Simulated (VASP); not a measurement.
```yaml
crystal:
  lattice:
    - [0.00000, 2.75996, 2.75996]
    - [2.75996, 0.00000, 2.75996]
    - [2.75996, 2.75996, 0.00000]
  atoms:
    - { symbol: Ca, position: [0.00000, 0.00000, 0.00000] }
    - { symbol: F, position: [0.75000, 0.75000, 0.75000] }
    - { symbol: F, position: [0.25000, 0.25000, 0.25000] }
```

Method: PBE GGA, VASP's PBE PAW potentials (set 64) (plane waves; VASP 6.6.1). Run with 400 eV cut-off, 10×10×10 Γ-centred mesh, Gaussian smearing of 0.010 eV, potentials Ca_sv F.

At this cut-off the stress carries a Pulay error, which pulls relaxed volumes low.

Problem. Give the stress tensor in GPa (positive for a compressed cell).

Solution. 
```
-8.40   0.00   0.00
 0.00  -8.40   0.00
 0.00   0.00  -8.40
```
The pressure is its mean diagonal, -8.40 GPa.

The structure comes from a computed database's CaF2 entry; how it stands against other phases isn't given here. The cell was not relaxed at this level.
